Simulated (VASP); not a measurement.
OSZICAR of a VASP run on Ta2N (space group P4/nmm):

OSZICAR:
```
       N       E                     dE             d eps       ncg     rms          rms(c)
DAV:   1     0.437919951658E+03    0.43792E+03   -0.26270E+04   808   0.138E+03
DAV:   2    -0.324377526157E+02   -0.47036E+03   -0.46392E+03   872   0.415E+02
DAV:   3    -0.596018726396E+02   -0.27164E+02   -0.26557E+02  1056   0.843E+01
DAV:   4    -0.603088448276E+02   -0.70697E+00   -0.69934E+00   944   0.129E+01
DAV:   5    -0.603296129962E+02   -0.20768E-01   -0.20761E-01  1072   0.193E+00    0.245E+01
DAV:   6    -0.583817977056E+02    0.19478E+01   -0.61165E+01   960   0.369E+01    0.182E+01
DAV:   7    -0.554486768739E+02    0.29331E+01   -0.29795E+01  1056   0.185E+01    0.885E+00
DAV:   8    -0.550904399956E+02    0.35824E+00   -0.30355E+00  1000   0.906E+00    0.227E+00
DAV:   9    -0.550498068353E+02    0.40633E-01   -0.66504E-01   976   0.578E+00    0.699E-01
DAV:  10    -0.550445610917E+02    0.52457E-02   -0.72971E-02   976   0.162E+00    0.339E-01
DAV:  11    -0.550448823047E+02   -0.32121E-03   -0.52509E-03  1024   0.452E-01    0.101E-01
DAV:  12    -0.550448846439E+02   -0.23392E-05   -0.82884E-04   968   0.154E-01    0.440E-02
DAV:  13    -0.550449036478E+02   -0.19004E-04   -0.93115E-05   968   0.699E-02    0.959E-03
DAV:  14    -0.550449022195E+02    0.14283E-05   -0.80457E-06   960   0.183E-02    0.255E-03
DAV:  15    -0.550449020739E+02    0.14557E-06   -0.41162E-07   520   0.439E-03
   1 F= -.55044902E+02 E0= -.55032439E+02  d E =-.249258E-01
```

### Question
Which electronic solver shows in the log?

### Answer
It is blocked Davidson (ALGO = Normal, or the opening steps of other solvers). The INCAR had ALGO = Normal.

### Question
Can the final energy be trusted as converged?

### Answer
The run converged. It stopped with EDIFF = 1E-6, NELM = 100 (PBE GGA, plane waves, VASP's PBE PAW potentials (set 64)).

The structure was generated: Ta2N was put into an ordered model structure, which need not be its known phase. The cell was not relaxed at this level. The k-mesh is coarse (spacing up to 0.33 per Å, 2π included), so the numbers may not be converged in it.
